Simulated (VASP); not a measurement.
An input for Quantum ESPRESSO's pw.x (written as the equivalent of a VASP run, and not itself run):

```
&CONTROL
  calculation = 'scf'
  pseudo_dir = './pseudo'
  outdir = './out'
  tprnfor = .true.
  tstress = .true.
/
&SYSTEM
  ibrav = 0
  nat = 2
  ntyp = 2
  ecutwfc = 96
  occupations = 'smearing'
  smearing = 'methfessel-paxton'
  degauss = 0.00735
  input_dft = 'pw91'
/
&ELECTRONS
  conv_thr = 7.3e-09
  electron_maxstep = 100
/
ATOMIC_SPECIES
  Ti 47.867 Ti.upf
  Co 58.933 Co.upf
CELL_PARAMETERS angstrom
     2.9389802    0.0000000    0.0000000
     0.0000000    2.9389802    0.0000000
     0.0000000    0.0000000    2.9389802
ATOMIC_POSITIONS crystal
  Ti   0.0000000  0.0000000  0.0000000
  Co   0.5000000  0.5000000  0.5000000
K_POINTS automatic
  12 12 12 0 0 0
```

Question: Write the VASP files for the same calculation (PW91).

Answer: One answer among several that fit: 
INCAR:
```
SYSTEM = TiCo
PREC = Accurate
ENCUT = 520
EDIFF = 1E-7
NELM = 100
ALGO = Normal
LREAL = .FALSE.
LASPH = .TRUE.
ISMEAR = 1
SIGMA = 0.1
GGA = 91
LMAXMIX = 4
LWAVE = .FALSE.
LCHARG = .FALSE.
ISIF = 2
```

**KPOINTS**
```
Automatic mesh
0
Gamma
12 12 12
0 0 0
```

File POSCAR:
```
TiCo
1
    2.9389802309     0.0000000000     0.0000000000
    0.0000000000     2.9389802309     0.0000000000
    0.0000000000     0.0000000000     2.9389802309
Ti Co
1 1
Direct
  0.0000000000   0.0000000000   0.0000000000
  0.5000000000   0.5000000000   0.5000000000
```

POTCAR, in this order: Ti_sv Co (PBE.64 set). Program: vasp_std.

Limits of the translation: the potentials are each code's own (VASP's PAW set, PseudoDojo norm-conserving files in pw.x), so ENCUT and ecutwfc are chosen apart and not converted; conv_thr bounds pw.x's estimated SCF error, while EDIFF bounds the energy change between steps.

The compound is TiCo in the CsCl type structure. This cell is one point of a volume scan, at 0.97 of the reference volume.
